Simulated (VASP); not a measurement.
OSZICAR of a VASP run on HfC (rock salt):

OSZICAR:
```
       N       E                     dE             d eps       ncg     rms          rms(c)
DAV:   1     0.293136002043E+02    0.29314E+02   -0.77642E+03  1584   0.121E+03
DAV:   2    -0.184805354418E+02   -0.47794E+02   -0.44756E+02  2173   0.211E+02
DAV:   3    -0.203197310877E+02   -0.18392E+01   -0.18203E+01  2015   0.323E+01
DAV:   4    -0.203358092239E+02   -0.16078E-01   -0.16069E-01  1908   0.338E+00
DAV:   5    -0.203360032119E+02   -0.19399E-03   -0.19394E-03  2121   0.312E-01    0.539E+01
DAV:   6    -0.160110719958E+02    0.43249E+01   -0.31173E+01  1755   0.287E+01    0.404E+01
DAV:   7    -0.159214004938E+02    0.89672E-01   -0.99811E-01  1830   0.743E+00    0.283E+01
DAV:   8    -0.159340371164E+02   -0.12637E-01   -0.12790E-01  1766   0.341E+00    0.121E+01
DAV:   9    -0.159191521300E+02    0.14885E-01   -0.64025E-02  1801   0.152E+00    0.164E+00
DAV:  10    -0.159194579233E+02   -0.30579E-03   -0.10576E-03  1823   0.304E-01    0.744E-01
DAV:  11    -0.159195199567E+02   -0.62033E-04   -0.59870E-04  1916   0.194E-01    0.111E-01
DAV:  12    -0.159195200055E+02   -0.48792E-07   -0.24898E-05  1863   0.498E-02    0.150E-01
DAV:  13    -0.159195187582E+02    0.12473E-05   -0.47337E-06  1899   0.187E-02    0.998E-03
DAV:  14    -0.159195188335E+02   -0.75310E-07   -0.37489E-07   858   0.581E-03
   1 F= -.15919519E+02 E0= -.15919465E+02  d E =-.159195E+02
       N       E                     dE             d eps       ncg     rms          rms(c)
DAV:   1    -0.167259425667E+02   -0.80642E+00   -0.25877E+01  1590   0.479E+01    0.133E+01
DAV:   2    -0.160725091474E+02    0.65343E+00   -0.96774E-01  1596   0.984E+00    0.716E+00
DAV:   3    -0.158322792714E+02    0.24023E+00   -0.74978E-01  1634   0.716E+00    0.402E+00
DAV:   4    -0.158325913434E+02   -0.31207E-03   -0.12981E-02  2143   0.104E+00    0.308E+00
DAV:   5    -0.158318751321E+02    0.71621E-03   -0.75942E-03  1800   0.730E-01    0.753E-01
DAV:   6    -0.158314448628E+02    0.43027E-03   -0.15381E-03  1816   0.269E-01    0.103E-01
DAV:   7    -0.158314540328E+02   -0.91699E-05   -0.60665E-05  1871   0.796E-02    0.312E-02
DAV:   8    -0.158314539530E+02    0.79746E-07   -0.33714E-06  1815   0.160E-02
   2 F= -.15831454E+02 E0= -.15831363E+02  d E =0.880649E-01
       N       E                     dE             d eps       ncg     rms          rms(c)
DAV:   1    -0.163326483764E+02   -0.50119E+00   -0.10200E+01  1587   0.300E+01    0.799E+00
DAV:   2    -0.160709077455E+02    0.26174E+00   -0.32143E-01  1596   0.567E+00    0.418E+00
DAV:   3    -0.159768502430E+02    0.94058E-01   -0.29586E-01  1634   0.486E+00    0.274E+00
DAV:   4    -0.159775828282E+02   -0.73259E-03   -0.46481E-03  1997   0.684E-01    0.310E+00
DAV:   5    -0.159770823667E+02    0.50046E-03   -0.17534E-03  1941   0.339E-01    0.551E-01
DAV:   6    -0.159764842355E+02    0.59813E-03   -0.15120E-03  1790   0.226E-01    0.162E-01
DAV:   7    -0.159764663777E+02    0.17858E-04   -0.51545E-05  1863   0.650E-02    0.136E-01
DAV:   8    -0.159764576916E+02    0.86861E-05   -0.86873E-06  1949   0.180E-02    0.114E-01
DAV:   9    -0.159764308343E+02    0.26857E-04   -0.10546E-04  1906   0.683E-02    0.371E-02
DAV:  10    -0.159764312024E+02   -0.36809E-06   -0.50476E-06  1703   0.192E-02
   3 F= -.15976431E+02 E0= -.15976349E+02  d E =-.569124E-01
       N       E                     dE             d eps       ncg     rms          rms(c)
DAV:   1    -0.159765381777E+02   -0.10734E-03   -0.20472E-03  1596   0.431E-01    0.114E-01
DAV:   2    -0.159764872269E+02    0.50951E-04   -0.67044E-05  1608   0.827E-02    0.592E-02
DAV:   3    -0.159764692778E+02    0.17949E-04   -0.58246E-05  1643   0.677E-02    0.385E-02
DAV:   4    -0.159764692366E+02    0.41196E-07   -0.83191E-07  1259   0.968E-03
   4 F= -.15976469E+02 E0= -.15976387E+02  d E =-.569504E-01
```

Problem. Which electronic solver shows in the log?

Solution. It is blocked Davidson (ALGO = Normal, or the opening steps of other solvers). The INCAR had ALGO = Normal.

Problem. Can the final energy be trusted as converged?

Solution. The run converged. It stopped with EDIFF = 1E-6, NELM = 100, NSW = 60 and EDIFFG = -0.01 after 4 ionic steps (vdW-DF2, plane waves, VASP's PBE PAW potentials (set 64)). Energy and stress use the plane-wave basis of the starting cell.

The compound is HfC in the rock salt structure. This run relaxes it. Symmetry was kept, so distortions that lower it aren't found.
